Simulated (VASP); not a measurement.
OSZICAR of a VASP run on CoS (a trial cell in the NbAs structure, space group I4_1md):

File OSZICAR:
```
       N       E                     dE             d eps       ncg     rms          rms(c)
DAV:   1     0.177507255386E+03    0.17751E+03   -0.11607E+04  3520   0.121E+03
DAV:   2    -0.767297278168E+01   -0.18518E+03   -0.17443E+03  3580   0.281E+02
DAV:   3    -0.245209826483E+02   -0.16848E+02   -0.15906E+02  4344   0.922E+01
DAV:   4    -0.250997778999E+02   -0.57880E+00   -0.57747E+00  4220   0.187E+01
DAV:   5    -0.251218388386E+02   -0.22061E-01   -0.22056E-01  4936   0.346E+00    0.195E+01
DAV:   6    -0.301485317603E+02   -0.50267E+01   -0.49996E+01  4448   0.116E+02    0.403E+01
DAV:   7    -0.214009283391E+02    0.87476E+01   -0.25098E+01  4000   0.876E+01    0.695E+00
DAV:   8    -0.216987258843E+02   -0.29780E+00   -0.28862E+00  3882   0.102E+01    0.305E+00
DAV:   9    -0.216820448195E+02    0.16681E-01   -0.90929E-02  5342   0.363E+00    0.128E+00
DAV:  10    -0.216846854212E+02   -0.26406E-02   -0.20237E-02  4592   0.104E+00    0.551E-01
DAV:  11    -0.216853320958E+02   -0.64667E-03   -0.44119E-03  4998   0.625E-01    0.287E-01
DAV:  12    -0.216852129590E+02    0.11914E-03   -0.15669E-03  4886   0.477E-01    0.135E-01
DAV:  13    -0.216853121361E+02   -0.99177E-04   -0.54618E-04  5528   0.184E-01    0.751E-02
DAV:  14    -0.216852986962E+02    0.13440E-04   -0.18641E-04  5088   0.165E-01    0.308E-02
DAV:  15    -0.216853111873E+02   -0.12491E-04   -0.59824E-05  5388   0.584E-02    0.221E-02
DAV:  16    -0.216853106446E+02    0.54263E-06   -0.32547E-06  2558   0.235E-02
   1 F= -.21685311E+02 E0= -.21681084E+02  d E =-.845353E-02  mag=     3.9699
```

Problem. Which electronic solver shows in the log?

Solution. It is blocked Davidson (ALGO = Normal, or the opening steps of other solvers). The INCAR had ALGO = Normal.

Problem. How was spin treated?

Solution. Collinear spin (ISPIN = 2): the summary line carries one mag value, 3.97 μB in the cell.

Problem. Can the final energy be trusted as converged?

Solution. Self-consistency was reached. It stopped with EDIFF = 1E-6, NELM = 100 (PBE GGA, plane waves, VASP's PBE PAW potentials (set 64)). The moments were started parallel, and other spin orders were not tried in this run.

The structure was generated: CoS was put into the NbAs type (I4_1md), which need not be its known phase. The cell was not relaxed at this level. The k-mesh is coarse (spacing up to 0.38 per Å, 2π included), so the numbers may not be converged in it.
